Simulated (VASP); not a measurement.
Level of theory: PBE GGA, VASP's PBE PAW potentials (set 64) (plane waves; VASP 6.6.1).

A VASP calculation is set up with these files.

POSCAR:
```
GaN
1
    3.1332560000     0.0000000000     0.0000000000
   -1.5666280000     2.7134790000     0.0000000000
    0.0000000000     0.0000000000     5.1028600000
Ga N
2 2
Direct
  0.6666670000   0.3333330000   0.5912000000
  0.3333330000   0.6666670000   0.0912000000
  0.6666670000   0.3333330000   0.9688000000
  0.3333330000   0.6666670000   0.4688000000
```

File KPOINTS:
```
Automatic
0
G
6 6 4
```

INCAR:
```
SYSTEM = GaN
ISMEAR = -1
ALGO = Normal   ! blocked Davidson
LREAL = .FALSE.   ! projection in real space or not
LCHARG = .FALSE.
NELM = 100   ! most electronic steps
LWAVE = .FALSE.
SIGMA = 0.05   ! width (eV)
LASPH = .TRUE.   ! aspherical one-centre terms
ENCUT = 400
EDIFF = 1E-6   ! SCF stop (eV)
PREC = Accurate
ISIF = 2   ! forces and stress, cell fixed
LMAXMIX = 4   ! l cut-off of mixed one-centre charges
GGA = PE   ! PBE
```

POTCAR, in this order: Ga_d N (PBE.64 set). Program: vasp_std.

At this cut-off the stress carries a Pulay error, which pulls relaxed volumes low.

Q: Estimate the energy per atom (σ→0), pressure, band gap (on the k-mesh).

A: 
```json
{
 "energy per atom (σ→0)": "-6.035 eV/atom",
 "band gap (on the k-mesh)": "2.25 eV",
 "pressure": "12.83 GPa"
}
```

File OSZICAR:
```
...
DAV:   8    -0.241633284943E+02    0.72372E-03   -0.27271E-01  1358   0.904E+00    0.839E-01
DAV:   9    -0.241406545251E+02    0.22674E-01   -0.11284E-01  1620   0.597E+00    0.319E-01
DAV:  10    -0.241415337188E+02   -0.87919E-03   -0.59508E-03  1020   0.768E-01    0.102E-01
DAV:  11    -0.241415064832E+02    0.27236E-04   -0.12482E-03  1442   0.756E-01    0.135E-02
DAV:  12    -0.241415198095E+02   -0.13326E-04   -0.13746E-04  1114   0.134E-01    0.135E-02
DAV:  13    -0.241415195270E+02    0.28254E-06   -0.20224E-05  1310   0.645E-02    0.299E-03
DAV:  14    -0.241415201299E+02   -0.60290E-06   -0.88335E-06  1104   0.216E-02
   1 F= -.24141520E+02 E0= -.24141520E+02  d E =-.223849E-10
```

The structure comes from a measured GaN entry (P6_3mc) of the Crystallography Open Database, whose conditions weren't checked. The cell was not relaxed at this level, and its volume differs by -5.9 % from the start's.
